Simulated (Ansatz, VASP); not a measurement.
# Ni (Ni(110)) in two plane-wave programs

One calculation is typed for both programs; each brings its own data sets. How far apart do they land? The cell is taken from a series of runs on this material, whose earlier steps may have relaxed, scaled, displaced or heated it; both programs get it as it stands.

Method: plane waves, with VASP 6.6.1 beside it; PBE, in Ansatz 0.2.0.

### 1. The structure

The cell holds 7 atoms: 7 Ni. Its edges and angles: a = 3.520 Å, b = 2.489 Å, c = 33.467 Å, α = 90.0°, β = 90.0°, γ = 90.0°. Vacuum lies along c.

### 2. Ansatz: single point, PBE

Ansatz runs on its default PAW (the set named soft_2) files.

A single point takes one fixed geometry, so differences don't come from the geometry; what else differs is listed under the comparison.

Input file input.yaml:

```yaml
crystal:
  lattice:
    - [3.52, 0.0, 0.0]
    - [0.0, 2.4890158698, 0.0]
    - [0.0, 0.0, 33.4670476093]
  atoms:
    - { symbol: Ni, position: [0.0, 0.0, 0.3884417936], spin: 0.7 }
    - { symbol: Ni, position: [0.5, 0.5, 0.4256278624], spin: 0.7 }
    - { symbol: Ni, position: [0.0, 0.0, 0.4628139312], spin: 0.7 }
    - { symbol: Ni, position: [0.5, 0.5, 0.5], spin: 0.7 }
    - { symbol: Ni, position: [0.0, 0.0, 0.5371860688], spin: 0.7 }
    - { symbol: Ni, position: [0.5, 0.5, 0.5743721376], spin: 0.7 }
    - { symbol: Ni, position: [0.0, 0.0, 0.6115582064], spin: 0.7 }
magnetization:
  spin_polarized: true
kpoints:
  mp_grid: { grid: [12, 16, 1] }
hamiltonian:
  xc: pbe
scf:
  occupations: { method: fermi_dirac, width: 0.1 }
  convergence: { dr2_threshold: 1.0e-09 }
efield:
  axis: 3
  dipole_correction: true
  ramp_position: 0.97
  ramp_width: 0.06
output:
  write_potential: true
  write_density: true
  volumetric_format: npy
```

On the command line:

```console
> ansatz run input.yaml --threads 4 --pin off --max-ram 6144MiB --backend cpu --events-out ev --progress --plain --runs-dir out
```

Numbers of over 12 decimals in the logs are rounded to 6 here.

What it wrote:

```text
Engine: ansatz 0.2.0, aarch64-unknown-linux-gnu
Pseudopotentials: kind: paw
Pseudopotential: Ni, paw, valence charge 18, recommended cutoff 420 eV (normal), Ni.paw.azcp
Functional definition: PBE
  parameter kappa = 0.804
  parameter beta = 0.066725
  exchange = pbe_x(kappa = kappa, mu = beta*pi^2/3)
  correlation = pbe_c(beta = beta)
Crystal: 7 atoms, lattice volume = 293.216 Å³
Basis set: ecut = 420 eV, 5729 PW (Γ)
Bands: 79, of which v1, the nominal top of the filled ones, is band 63 counted from 1 (62 counted from 0)
Symmetry: 4 space group operations
k-points: 63 of 192
Non-local potential: Ni, projectors of the file, l = 0: 3, l = 1: 2, l = 2: 3, l = 3: 1
PAW form: soft (Blöchl's): semilocal exchange-correlation on the pseudo side does not see the compensation charge
PAW one-centre angular grid: Ni, 590 points (default); XC on 64 Gauss nodes
Initial density: superposition of atomic densities (neutral atoms: chi_scale 0, normalization atom)
Starting moments: Σ|m| = 4.9 μB on 7 of 7 sites
Initial wavefunctions: pseudopotential atomic-orbital guess
Functional: x = pbe(κ = 0.804, μ = 0.219515), c = pbe(β = 0.066725)
SCF iter   1: F=—  HF=-40869.448599 eV  |F-HF|=—  |Δ(HF+E_count)|=         —  Δρ=3.24e-2 (↑2.17e-2 ↓3.24e-2)  dr2=7.73e0  dr2_m=1.53e0  M=6.006 μB ∫|m|=6.284 μB  β_m=1.00  ethr=3.10e-3  p=0.000 e·Å  D=1.70e-13 V/Å  ΔV_dip=-0.00 eV  dr2_dipole=5.20e-9  V_vac-E_F(+/−)=7.10/7.10 eV  ⟨swp⟩=11.9  Hψ=53764  notcnv=0  defer=257
Mixer restart at iter 1: flushing history
efield: sawtooth ramp at fractional position 0.9700 (set: `efield.ramp_position`, or a place that a band, a saddle search or an elastic batch's reference lends), width 0.0600; the density the first Hamiltonian is built on has a dipole p = 0.000 e·Å; the dipole correction subtracts the counter field D = 1.70e-13 V/Å, which shifts the + side's vacuum level by -0.00 eV against the − side's; the planar-averaged density in the ramp window peaks in size at 1.6e-6 e/Å³
preconditioner: auto → LDOS  [metal: Δε(μ)=0.005 eV  Ē_g=7.204 eV  σ=0.100 eV  W_gap=0.01  n_scr=58 (ndim 8)  ℏωp=18.1 eV  f_vac=0.682  D(μ)=13.82/eV (n_scr^D=110)]
spin=Collinear: LDOS preconditioning applied to the charge; magnetization (m = ρ↑ − ρ↓) channel mixes plain (no charge-response kernel on spin).
SCF iter   2: F=—  HF=-40869.764388 eV  |F-HF|=—  |Δ(HF+E_count)|=   3.16e-1  Δρ=1.24e-2 (↑1.17e-2 ↓1.24e-2)  dr2=1.85e0  dr2_m=1.96e-2  M=5.693 μB ∫|m|=6.219 μB  β_m=0.31  ethr=3.10e-3  p=-0.000 e·Å  D=-5.91e-6 V/Å  ΔV_dip=0.00 eV  dr2_dipole=1.29e-8  V_vac-E_F(+/−)=6.04/6.04 eV  ⟨swp⟩=3.0  Hψ=17224  notcnv=0  defer=501
density mixer auto → msr1: a metal under ldos (density of states about μ 3.55 of a free-electron gas's, 58 screened modes)
SCF iter   3: F=—  HF=-40872.243450 eV  |F-HF|=—  |Δ(HF+E_count)|=    2.48e0  Δρ=7.83e-3 (↑5.02e-3 ↓7.83e-3)  dr2=4.02e-1  dr2_m=4.65e-2  M=5.563 μB ∫|m|=6.118 μB  β_m=0.46  ethr=1.47e-3  p=-0.000 e·Å  D=-6.97e-7 V/Å  ΔV_dip=0.00 eV  dr2_dipole=2.85e-12  V_vac-E_F(+/−)=5.52/5.52 eV  ⟨swp⟩=3.0  Hψ=16389  notcnv=0  defer=481
SCF iter   4: F=—  HF=-40874.725021 eV  |F-HF|=—  |Δ(HF+E_count)|=    2.48e0  Δρ=1.08e-2 (↑4.43e-3 ↓1.08e-2)  dr2=3.27e-1  dr2_m=6.31e-2  M=5.187 μB ∫|m|=5.793 μB  β_m=0.57  ethr=3.19e-4  p=0.000 e·Å  D=5.50e-7 V/Å  ΔV_dip=-0.00 eV  dr2_dipole=2.52e-9  V_vac-E_F(+/−)=4.95/4.95 eV  ⟨swp⟩=3.2  Hψ=16299  notcnv=0  defer=478
SCF iter   5: F=—  HF=-40875.554051 eV  |F-HF|=—  |Δ(HF+E_count)|=   8.29e-1  Δρ=3.21e-3 (↑1.30e-3 ↓3.21e-3)  dr2=4.28e-2  dr2_m=6.43e-3  M=4.966 μB ∫|m|=5.567 μB  β_m=0.78  ethr=2.60e-4  p=0.000 e·Å  D=4.30e-6 V/Å  ΔV_dip=-0.00 eV  dr2_dipole=1.01e-8  V_vac-E_F(+/−)=4.75/4.75 eV  ⟨swp⟩=2.9  Hψ=19055  notcnv=0  defer=498
SCF iter   6: F=—  HF=-40875.653565 eV  |F-HF|=—  |Δ(HF+E_count)|=   9.95e-2  Δρ=4.31e-3 (↑1.65e-3 ↓4.31e-3)  dr2=5.95e-2  dr2_m=6.32e-3  M=4.831 μB ∫|m|=5.453 μB  β_m=0.84  ethr=3.40e-5  p=-0.000 e·Å  D=-1.92e-6 V/Å  ΔV_dip=0.00 eV  dr2_dipole=3.44e-8  V_vac-E_F(+/−)=4.65/4.65 eV  ⟨swp⟩=2.2  Hψ=17674  notcnv=0  defer=495
SCF iter   7: F=—  HF=-40875.651935 eV  |F-HF|=—  |Δ(HF+E_count)|=   1.63e-3  Δρ=1.55e-3 (↑1.37e-3 ↓1.55e-3)  dr2=1.63e-2  dr2_m=7.03e-4  M=4.806 μB ∫|m|=5.434 μB  β_m=0.69  ethr=3.40e-5  p=0.000 e·Å  D=8.54e-6 V/Å  ΔV_dip=-0.00 eV  dr2_dipole=8.16e-8  V_vac-E_F(+/−)=4.49/4.49 eV  ⟨swp⟩=2.2  Hψ=17355  notcnv=0  defer=511
SCF iter   8: F=—  HF=-40875.652365 eV  |F-HF|=—  |Δ(HF+E_count)|=   4.31e-4  Δρ=4.07e-4 (↑2.70e-4 ↓4.07e-4)  dr2=6.05e-4  dr2_m=1.12e-4  M=4.820 μB ∫|m|=5.445 μB  β_m=0.65  ethr=1.29e-5  p=-0.000 e·Å  D=-1.44e-6 V/Å  ΔV_dip=0.00 eV  dr2_dipole=8.25e-9  V_vac-E_F(+/−)=4.54/4.54 eV  ⟨swp⟩=2.2  Hψ=16361  notcnv=0  defer=507
[...]
SCF iter  13: F=—  HF=-40875.652305 eV  |F-HF|=—  |Δ(HF+E_count)|=   1.79e-8  Δρ=3.67e-6 (↑1.59e-6 ↓3.67e-6)  dr2=5.97e-8  dr2_m=8.74e-9  M=4.825 μB ∫|m|=5.451 μB  β_m=0.86  ethr=4.64e-10  p=-0.000 e·Å  D=-2.17e-7 V/Å  ΔV_dip=0.00 eV  dr2_dipole=1.69e-12  V_vac-E_F(+/−)=4.53/4.53 eV  ⟨swp⟩=2.1  Hψ=14148  notcnv=0  defer=506
SCF iter  14: F=—  HF=-40875.652305 eV  |F-HF|=—  |Δ(HF+E_count)|=   1.45e-8  Δρ=3.09e-6 (↑1.19e-6 ↓3.09e-6)  dr2=2.80e-8  dr2_m=3.82e-9  M=4.825 μB ∫|m|=5.451 μB  β_m=0.82  ethr=4.74e-11  p=0.000 e·Å  D=1.24e-7 V/Å  ΔV_dip=-0.00 eV  dr2_dipole=3.48e-11  V_vac-E_F(+/−)=4.53/4.53 eV  ⟨swp⟩=2.1  Hψ=15627  notcnv=0  defer=506
SCF iter  15: F=—  HF=-40875.652305 eV  |F-HF|=—  |Δ(HF+E_count)|=   1.82e-8  Δρ=4.15e-6 (↑2.83e-6 ↓4.15e-6)  dr2=8.32e-8  dr2_m=2.59e-9  M=4.825 μB ∫|m|=5.451 μB  β_m=0.55  ethr=2.23e-11  p=-0.000 e·Å  D=-2.23e-7 V/Å  ΔV_dip=0.00 eV  dr2_dipole=2.05e-10  V_vac-E_F(+/−)=4.53/4.53 eV  ⟨swp⟩=2.5  Hψ=18573  notcnv=0  defer=506  recentre
SCF iter  16: F=—  HF=-40875.652305 eV  |F-HF|=—  |Δ(HF+E_count)|=   1.84e-8  Δρ=1.21e-6 (↑4.29e-7 ↓1.21e-6)  dr2=3.93e-9  dr2_m=7.20e-10  M=4.825 μB ∫|m|=5.451 μB  β_m=0.52  ethr=2.23e-11  p=0.000 e·Å  D=3.74e-8 V/Å  ΔV_dip=-0.00 eV  dr2_dipole=1.98e-11  V_vac-E_F(+/−)=4.53/4.53 eV  ⟨swp⟩=2.7  Hψ=18805  notcnv=0  defer=506
SCF iter  17: F=—  HF=-40875.652305 eV  |F-HF|=—  |Δ(HF+E_count)|=  5.17e-10  Δρ=2.96e-7 (↑1.90e-7 ↓2.96e-7)  dr2=1.28e-10  dr2_m=1.38e-10  M=4.825 μB ∫|m|=5.451 μB  β_m=0.61  ethr=3.12e-12  p=-0.000 e·Å  D=-2.94e-8 V/Å  ΔV_dip=0.00 eV  dr2_dipole=3.04e-12  V_vac-E_F(+/−)=4.53/4.53 eV  ⟨swp⟩=2.8  Hψ=16469  notcnv=0  defer=506
SCF iter  18: F=-40875.652305 eV  HF=-40875.652305 eV  |F-HF|=6.26e-10  |Δ(HF+E_count)|=  7.28e-12  Δρ=4.22e-7 (↑8.93e-8 ↓4.22e-7)  dr2=7.55e-10  dr2_m=9.10e-11  M=4.825 μB ∫|m|=5.451 μB  ethr=1.00e-12  p=-0.000 e·Å  D=-2.17e-9 V/Å  ΔV_dip=0.00 eV  dr2_dipole=2.00e-12  V_vac-E_F(+/−)=4.53/4.53 eV  ⟨swp⟩=13.1  Hψ=39009  notcnv=0
SCF 1 converged in 18 iterations: F = -40875.652305 eV  dr2 = 7.55e-10
  greatest PAW one-centre occupation: 1.001 electrons in one spin orbital (limit 2), on the Ni atom at site 0 (counted from 0), in its partial waves of l = 1
WARN: The output density's exchange-correlation potential varies sharply where the density is thin. Do not read a vacuum level from v_tot or v_xc, or from such a field of the output density. On a cell that repeats whose density bears no net charge and no dipole along the vacuum's axis use v_es (v_loc + v_h of the components); under efield.dipole_correction with no amplitude use v_es + v_field, which holds any externa [...]
SCF converged after 18 iterations
Magnetization: 4.8250 μB (65.4125 up, 60.5875 down)
Absolute magnetization: 5.4566 μB (∫|ρ↑−ρ↓|, with the PAW one-centre terms)
Spin contamination: 0.0644 ħ² per cell (⟨S²⟩ above its minimum at these occupations)
Per-site moments (μB) at R_I (Å): [(0.799523, 1.026719), (0.703845, 1.026719), (0.694294, 1.026719), (0.662165, 1.026719), (0.694294, 1.026719), (0.703845, 1.026719), (0.799523, 1.026719)]
Free energy (F): -40875.652305 eV
Harris-Foulkes:  -40875.652305 eV  (|F-HF|=6.26e-10)
Internal energy: -40875.223511 eV  (E = F + TS)
E sigma→0 (E₀):  -40875.437908 eV
Entropy (-TS):   -0.428794 eV (-61.256 meV/atom)
Fermi energy:    1.402946 eV
Dipole field:    D = -0.000002 V/Å  (p = -0.000003 e·Å, saw-weighted, corrected)
Work function:   Φ+ = 4.5343 eV   Φ− = 4.5343 eV
Levels:          The Fermi level and band energies are counted from a zero that moves with the ramp; work functions are not
--- Per-component energies (eV) ---
  E_band       = -4082.441208
  E_kinetic    = 1969.900291
  E_local      = -526609.671435  (includes V_loc(G=0)·N_el)
  E_nonlocal   = 4461.523760
  E_hartree    = 260273.592354
  E_xc         = -587.474363
  E_vxc        = -756.996640  (∫ρ·V_xc dr)
  E_paw        = -11417.842375  (= ΣΔE_a)
  E_vpaw       = -3694.379240  (= ΣTr[D̂ρ^β])
  E_aug_tail   = 0.003726  (compensation charges beyond the density's cutoff)
  E_efield     = 0.000000  (sawtooth field / dipole correction)
  E_vefield    = 0.000000  (∫n·V_field dr)
  E_ewald      = 231034.744531
  E_smearing   = -0.428794  (= −TS)
  E_closure    = -0.000000  (closes the sum)
  Σ components = -40875.652305   (vs F -40875.652305, Δ=0.00e0)
--- Band table (eV; the first three rows and the last of 126) ---
  k-point 0 ↑: bands = [... 59 lower, 0.4053, 0.5229, 0.5862, 0.6782, 0.7580, 0.7857, 0.8957, 1.0322, ... 12 higher]
  k-point 1 ↑: bands = [... 59 lower, 0.3984, 0.5589, 0.5813, 0.5945, 0.7423, 0.8190, 0.8369, 1.0800, ... 12 higher]
  k-point 2 ↑: bands = [... 59 lower, 0.3710, 0.5099, 0.5387, 0.6346, 0.6355, 0.7856, 0.8917, 1.2131, ... 12 higher]
  k-point 62 ↓: bands = [... 59 lower, 1.6334, 1.6864, 1.6945, 1.7867, 2.1502, 2.4119, 4.0881, 4.4110, ... 12 higher]
```

[end of part 1 of 2]

[Lines on the potential files, build, host, timing and source positions are cut from VASP's logs without a mark.]

[Logs are printed without paths, hosts, clocks, repeated set-up lines and the standing remarks that a program may print on its own settings, such as how far it seeks lower states.]

[Hosts, paths, dates, database ids (printed as entryN), source tags and the programs' standing remarks are cut or masked in the printed files.]
